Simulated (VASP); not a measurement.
An input for Ansatz (written as the equivalent of a VASP run, and not itself run):

Ansatz 0.2 input:
```yaml
crystal:
  lattice:
    - [3.8932628, 0.0000000, 0.0000000]
    - [0.0000000, 3.8932628, 0.0000000]
    - [0.0000000, 0.0000000, 3.8932628]
  atoms:
    - { symbol: Tl, position: [0.0000000, 0.0000000, 0.0000000] }
    - { symbol: Cl, position: [0.5000000, 0.5000000, 0.5000000] }
kpoints:
  mp_grid: { grid: [6, 6, 6] }
hamiltonian:
  xc: pbe
  pseudopotentials: { kind: paw }
scf:
  occupations: { method: gaussian, width: 0.05 }
  max_iter: 100
output: { forces: true, stress: true, eigenvalues: true }
```

Q: Translate this input to VASP (INCAR, KPOINTS, POSCAR, choice of POTCAR).

A: This is not unique; one that fits is 
File KPOINTS:
```
Automatic mesh
0
Gamma
6 6 6
0 0 0
```

INCAR:
```
ALGO = Normal
EDIFF = 1E-7
ENCUT = 480
GGA = PE
ISIF = 2
ISMEAR = 0
LASPH = T
LCHARG = F
LMAXMIX = 4
LREAL = F
LWAVE = F
NELM = 100
PREC = Accurate
SIGMA = 0.05
SYSTEM = TlCl
```

POSCAR:
```
TlCl
7.7865260
  0.4999999702   0.0000000000   0.0000000000
  0.0000000000   0.4999999702   0.0000000000
  0.0000000000   0.0000000000   0.4999999702
Tl Cl
1 1
Cart
  0.0000000000   0.0000000000   0.0000000000
  0.2499999851   0.2499999851   0.2499999851
```

POTCAR, in this order: Tl_d Cl (PBE.64 set). Program: vasp_std.

Limits of the translation: each code has its own PAW files, so the cut-off isn't converted (ENCUT is set for VASP's; basis.ecutwfc is left out, and Ansatz then takes the one that its files recommend); Ansatz stops its SCF on the density residual and VASP on the energy change (EDIFF).

The compound is TlCl in the CsCl type structure. It was relaxed first.
